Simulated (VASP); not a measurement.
# Mg2C (P-3m1) in VASP: reference runs

Aim: a first look at Mg2C with PBE, on the cell as given.

All numbers are computed with VASP 6.6.1; they aren't measurements. Logs are shortened: lines on timing, memory, paths and dates and some standing lists are left out, and cuts for length are marked.

### Step 1. The crystal as given

Symmetry: P-3m1, No. 164, trigonal system. The conventional cell has a = 4.482 Å, b = 4.482 Å, c = 3.135 Å, α = 90.00°, β = 90.00°, γ = 120.00°. Around Mg (site symmetry 3m) lie 3 Mg at 2.61 Å and 3 C at 2.94 Å. C (site symmetry -3m) has 12 Mg at 2.94 to 3.11 Å and 2 C at 3.13 Å as nearest neighbours.

The cell was built by a generator and needn't be a form met in nature.

### Step 2. Single point, PBE

Contents of INCAR:

```
SYSTEM = Mg2C
PREC = Accurate ; ENCUT = 520
EDIFF = 1E-7 ; ISMEAR = -1
SIGMA = 0.05 ; LREAL = .FALSE.
LASPH = .TRUE. ; NELM = 100
ALGO = Normal ; ISIF = 2
LWAVE = .FALSE. ; LCHARG = .FALSE.
GGA = PE ; NBANDS = 11
```

Contents of KPOINTS:

```
regular mesh
0
G
  7 7 9
  0 0 0
```

Contents of POSCAR:

```
Mg2C
1.0
    4.4821611300      0.0000000000      0.0000000000
   -2.2410805700      3.8816654100      0.0000000000
    0.0000000000      0.0000000000      3.1345105800
Mg C
2 1
Direct
    0.3333333300      0.6666666700      0.9482956500
    0.6666666700      0.3333333300      0.0517043500
    0.0000000000      0.0000000000      0.5000000000
```

Potentials or basis: VASP PAW PBE potentials, release 64 (Mg, C).

Started as:

```sh
$ cat potpaw_PBE.64/Mg/POTCAR potpaw_PBE.64/C/POTCAR > POTCAR
$ mpirun -np 1 vasp_std > vasp.out
```

OUTCAR:

```text
SYSTEM = Mg2C
   PREC = Accurate
   ENCUT = 520
   EDIFF = 1E-7
   ISMEAR = -1
   LREAL = .FALSE.
   LASPH = .TRUE.
   NELM = 100
   ISIF = 2
   GGA = PE

 ion  position               nearest neighbor table
   1  0.333  0.667  0.948-   2 2.61   2 2.61   2 2.61
   2  0.667  0.333  0.052-   1 2.61   1 2.61   1 2.61
   3  0.000  0.000  0.500-

  LATTYP: Found a hexagonal cell.
 ALAT       =     4.4821611300
 C/A-ratio  =     0.6993301867

  Lattice vectors:

 A1 = (   4.4821611300,   0.0000000000,   0.0000000000)
 A2 = (  -2.2410805700,   3.8816654100,   0.0000000000)
 A3 = (   0.0000000000,   0.0000000000,   3.1345105800)

Analysis of symmetry for initial positions (statically):
=====================================================================
 Subroutine PRICEL returns:
 Original cell was already a primitive cell.

 Routine SETGRP: Setting up the symmetry group for a
 hexagonal supercell.

 Subroutine GETGRP returns: Found 12 space group operations
 (whereof 12 operations were pure point group operations)
 out of a pool of 24 trial point group operations.

The static configuration has the point symmetry D_3d.

Analysis of symmetry for dynamics (positions and initial velocities):
=====================================================================
 Subroutine PRICEL returns:
 Original cell was already a primitive cell.

 Routine SETGRP: Setting up the symmetry group for a
 hexagonal supercell.

 Subroutine GETGRP returns: Found 12 space group operations
 (whereof 12 operations were pure point group operations)
 out of a pool of 24 trial point group operations.

The dynamic configuration has the point symmetry D_3d.

 Subroutine INISYM returns: Found 12 space group operations
 (whereof 12 operations are pure point group operations),
 and found     1 'primitive' translations

----------------------------------------------------------------------------------------

                                     Primitive cell

  volume of cell :      54.5350

  direct lattice vectors                    reciprocal lattice vectors
     4.482161130  0.000000000  0.000000000     0.223106660  0.128810690  0.000000000
    -2.241080570  3.881665410  0.000000000     0.000000000  0.257621380  0.000000000
     0.000000000  0.000000000  3.134510580     0.000000000  0.000000000  0.319029072

  length of vectors
     4.482161130  4.482161139  3.134510580     0.257621381  0.257621380  0.319029072

  position of ions in fractional coordinates (direct lattice)
     0.333333330  0.666666670  0.948295650
     0.666666670  0.333333330  0.051704350
     0.000000000  0.000000000  0.500000000

  ion indices of the primitive-cell ions
   primitive index   ion index
                 1           1
                 2           2
                 3           3

----------------------------------------------------------------------------------------

 KPOINTS: regular mesh

Automatic generation of k-mesh.
 Grid dimensions read from file:
 generate k-points for:    7    7    9

 Generating k-lattice:

  Cartesian coordinates                     Fractional coordinates (reciprocal lattice)
     0.031872380  0.018401527  0.000000000     0.142857143  0.000000000  0.000000000
     0.000000000  0.036803054  0.000000000     0.000000000  0.142857143  0.000000000
     0.000000000  0.000000000  0.035447675     0.000000000  0.000000000  0.111111111

  Length of vectors
     0.036803054  0.036803054  0.035447675

  Shift w.r.t. Gamma in fractional coordinates (k-lattice)
     0.000000000  0.000000000  0.000000000

 Subroutine IBZKPT returns following result:
 ===========================================

 Found     56 irreducible k-points:

 Following reciprocal coordinates:
            Coordinates               Weight
  0.000000  0.000000  0.000000      1.000000
  0.142857  0.000000  0.000000      6.000000
  0.285714  0.000000  0.000000      6.000000
  0.428571 -0.000000  0.000000      6.000000
  0.142857  0.142857  0.000000      6.000000
  0.285714  0.142857  0.000000     12.000000
[... 16 lines left out ...]
  0.000000  0.142857  0.222222      6.000000
  0.285714  0.000000  0.222222      6.000000
 [... further k-points ...]
   k-points           NKPTS =     56   k-points in BZ     NKDIM =     56   number of bands    NBANDS=     11
   number of dos      NEDOS =    301   number of ions     NIONS =      3
   total plane-waves  NPLWV =  31104
   dimension x,y,z NGX =    36 NGY =   36 NGZ =   24
   dimension x,y,z NGXF=    72 NGYF=   72 NGZF=   48
   ions per type =               2   1
   NGX,Y,Z   is equivalent  to a cutoff of  13.35, 13.35, 12.73 a.u.
   NGXF,Y,Z  is equivalent  to a cutoff of  26.71, 26.71, 25.46 a.u.
 SYSTEM =  Mg2C
   PREC   = accura    normal or accurate (medium, high low for compatibility)
   ISTART =      0    job   : 0-new  1-cont  2-samecut
   ICHARG =      2    charge: 1-file 2-atom 10-const
   ISPIN  =      1    spin polarized calculation?
   LNONCOLLINEAR =      F non collinear calculations
   LSORBIT =      F    spin-orbit coupling
   LASPH  =      T    aspherical Exc in radial PAW
   ENCUT  =  520.0 eV  38.22 Ry    6.18 a.u.   8.33  8.33  5.83*2*pi/ulx,y,z
   NELM   =    100;   NELMIN=  2; NELMDL= -5     # of ELM steps
   EDIFF  = 0.1E-06   stopping-criterion for ELM
   LREAL  =      F    real-space projection
   EDIFFG = 0.1E-05   stopping-criterion for IOM
   NSW    =      0    number of steps for IOM
   IBRION =     -1    ionic relax: 0-MD 1-quasi-New 2-CG
   NFREE  =      0    steps in history (QN), initial steepest desc. (CG)
   ISIF   =      2    stress and relaxation
   ISYM   =      2    0-nonsym 1-usesym 2-fastsym
   POTIM  = 0.5000    time-step for ionic-motion
   TEBEG  =    0.0;   TEEND  =   0.0 temperature during run
   PSTRESS=    0.0 pullay stress
   NELECT =       8.0000    total number of electrons
   NUPDOWN=      -1.0000    fix difference up-down
   EMIN   =  10.00;   EMAX   =-10.00  energy-range for DOS
   EFERMI =   0.00;   METHOD = LEGACY
   ISMEAR =    -1;   SIGMA  =   0.05  broadening in eV -4-tet -1-fermi 0-gaus
   EFERMI_NEDOS =   21; number of points for ismear=-14 and -15
   IALGO  =     38    algorithm
   IMIX   =      4    mixing-type and parameters
     AMIX     =   0.40;   BMIX     =  1.00
     AMIX_MAG =   1.60;   BMIX_MAG =  1.00
  volume/ion in A,a.u.               =      18.18       122.67
  Fermi-wavevector in a.u.,A,eV,Ry     =   0.863402  1.631593 10.142640  0.745463
  Thomas-Fermi vector in A             =   1.981346
   LORBIT       =      0    0 simple, 1 ext, 2 COOP (PROOUT), +10 PAW based schemes
   GGA     = PE    functional components
   LHFCALC =     F    Hartree Fock is set to
   AEXX    =    0.0000 exact exchange contribution
   IVDW    =     0    specifies the selected vdW correction
   LEPSILON=     F    determine dielectric tensor
   LRPA    =     F    only Hartree local field effects (RPA)
 non-spin polarized calculation
  energy-cutoff  :      520.00
  volume of cell :       54.53
 maximum number of plane-waves:      1490
 NGX is ok and might be reduce to    36
   NGX = 17   NGY = 17   NGZ = 11

 number of electron       8.0000000 magnetization

 Free energy of the ion-electron system (eV)
  ---------------------------------------------------
  ext. energy  EPLUGINS =         0.00000000
  ---------------------------------------------------
  free energy    TOTEN  =        -7.26004388 eV

  energy without entropy =       -7.24775725  energy(sigma->0) =       -7.25390056

 E-fermi :   2.7883     XC(G=0):  -9.0214

 val. band max:        2.7694918072   @ k =  -0.1429   0.4286   0.1111
 cond. band min:       2.8152081417   @ k =   0.2857   0.1429   0.0000
 fundamental gap:      0.0457163346
 Fermi energy:         2.7882514667

 k-point     1 :       0.0000    0.0000    0.0000
  band No.  band energies     occupation
      1      -7.3150      2.00000
      2       0.0334      2.00000
      3       1.5186      2.00000
      4       1.5186      2.00000
      5       4.1423      0.00000
      6       4.5446      0.00000
      7       4.5446      0.00000
      8       6.6212      0.00000
      9       9.7091      0.00000
     10      11.9439      0.00000
     11      11.9439      0.00000

 k-point     2 :       0.1429    0.0000    0.0000
  band No.  band energies     occupation
      1      -7.2041      2.00000
      2      -0.6864      2.00000
      3       1.2755      2.00000
      4       1.9883      2.00000
      5       4.0328      0.00000
      6       4.1916      0.00000
      7       5.0378      0.00000
      8       7.8450      0.00000
      9       9.8192      0.00000
     10      11.6903      0.00000
     11      11.9471      0.00000

 k-point     3 :       0.2857    0.0000    0.0000
  band No.  band energies     occupation
      1      -6.9201      2.00000
      2      -1.7256      2.00000
      3       0.8705      2.00000
      4       1.8224      2.00000
      5       4.2452      0.00000
      6       4.5857      0.00000
      7       6.0980      0.00000
      8       9.1880      0.00000
      9      10.1613      0.00000
     10      11.8366      0.00000
     11      12.0036      0.00000

 k-point     4 :       0.4286   -0.0000    0.0000
  band No.  band energies     occupation
      1      -6.6407      2.00000
      2      -2.4312      2.00000
      3       0.6205      2.00000
      4       1.4448      2.00000
      5       4.3070      0.00000
      6       5.6570      0.00000
      7       7.0176      0.00000
      8       8.4878      0.00000
      9      11.3534      0.00000
     10      12.2099      0.00000
     11      12.2184      0.00000

 k-point     5 :       0.1429    0.1429    0.0000
  band No.  band energies     occupation
      1      -7.0054      2.00000
      2      -1.3988      2.00000
      3       0.5400      2.00000
      4       2.6844      1.77711
      5       3.8221      0.00000
      6       4.2322      0.00000
      7       5.8879      0.00000
      8       9.2032      0.00000
      9       9.8171      0.00000
     10      11.5372      0.00000
     11      12.1117      0.00000
[... 211 lines left out ...]
 k-point    21 :       0.0000    0.0000    0.2222
  band No.  band energies     occupation
      1      -6.8066      2.00000
      2      -0.0423      2.00000
      3       1.9494      2.00000
      4       1.9494      2.00000
      5       2.6844      1.77743
      6       5.1978      0.00000
      7       5.1978      0.00000
      8       7.1231      0.00000
      9       8.0980      0.00000
     10      10.5979      0.00000
     11      10.5979      0.00000

 k-point    22 :       0.1429    0.0000    0.2222
  band No.  band energies     occupation
      1      -6.7068      2.00000
      2      -0.3958      2.00000
      3       1.6596      2.00000
      4       1.7407      2.00000
      5       3.2180      0.00037
      6       4.6607      0.00000
      7       5.5936      0.00000
      8       7.4673      0.00000
      9       8.6237      0.00000
     10      10.5300      0.00000
     11      10.5435      0.00000

 k-point    23 :       0.0000    0.1429    0.2222
  band No.  band energies     occupation
      1      -6.7068      2.00000
      2      -0.3987      2.00000
      3       1.6899      2.00000
      4       1.7369      2.00000
      5       3.1786      0.00081
      6       4.6346      0.00000
      7       5.6069      0.00000
      8       7.6824      0.00000
      9       8.4107      0.00000
     10      10.5007      0.00000
     11      10.6191      0.00000

 k-point    24 :       0.2857    0.0000    0.2222
  band No.  band energies     occupation
      1      -6.4550      2.00000
      2      -1.1581      2.00000
      3       1.3736      2.00000
      4       1.5374      2.00000
      5       3.1713      0.00094
      6       4.9544      0.00000
      7       6.3903      0.00000
      8       7.2572      0.00000
      9       9.1716      0.00000
     10      10.6850      0.00000
     11      11.5026      0.00000

 [... further k-points ...]

------------------------ aborting loop because EDIFF is reached ----------------------------------------

  FORCE on cell =-STRESS in cart. coord.  units (eV):
  Direction    XX          YY          ZZ          XY          YZ          ZX
  --------------------------------------------------------------------------------------
  -------------------------------------------------------------------------------------
  Total       -1.2500752     -1.2500752     -3.3756945      0.0000000      0.0000000      0.0000000
  in kB      -36.7258136    -36.7258137    -99.1741331      0.0000000      0.0000000      0.0000000
  external PRESSURE =     -57.5419201 kB  Pullay stress =       0.0000000 kB

 VOLUME and BASIS-vectors are now :
 -----------------------------------------------------------------------------
  energy-cutoff  :      520.00
  volume of cell :       54.53
      direct lattice vectors                 reciprocal lattice vectors
     4.482161130  0.000000000  0.000000000     0.223106660  0.128810690  0.000000000
    -2.241080570  3.881665410  0.000000000     0.000000000  0.257621380  0.000000000
     0.000000000  0.000000000  3.134510580     0.000000000  0.000000000  0.319029072

 POSITION                                       TOTAL-FORCE (eV/Angst)
 -----------------------------------------------------------------------------------
     -0.00000      2.58778      2.97244         0.000000      0.000000     -0.782799
      2.24108      1.29389      0.16207        -0.000000     -0.000000      0.782799
      0.00000      0.00000      1.56726        -0.000000      0.000000      0.000000
 -----------------------------------------------------------------------------------
    total drift:                               -0.000000      0.000000     -0.000000

  FREE ENERGIE OF THE ION-ELECTRON SYSTEM (eV)
  ---------------------------------------------------
  free  energy   TOTEN  =        -7.2600438787 eV

  energy  without entropy=       -7.2477572501  energy(sigma->0) =       -7.25390056
```

Wall time 56 s (1 thread of Intel Xeon Platinum 8375C at 2.90GHz (Ice Lake), shared host); peak memory 0.19 GiB.

Results:

* Free energy: -7.2600 eV
* Pressure: -5.8 GPa
* Largest force: 0.783 eV/Å
* Band gap on the k mesh: none (metal or under the smearing width)

Forces on the atoms (eV/Å):
```
Mg   0.000  0.000 -0.783
Mg   0.000  0.000  0.783
C    0.000  0.000  0.000
```

Levels at points of the mesh, in eV from the Fermi level:
| k point | band 1 | band 2 | band 3 | band 4 | band 5 | band 6 | band 7 | band 8 | band 9 |
| --- | --- | --- | --- | --- | --- | --- | --- | --- | --- |
| (0.00, 0.00, 0.00) | -10.10 | -2.75 | -1.27 | -1.27 | 1.35 | 1.76 | 1.76 | 3.83 | 6.92 |
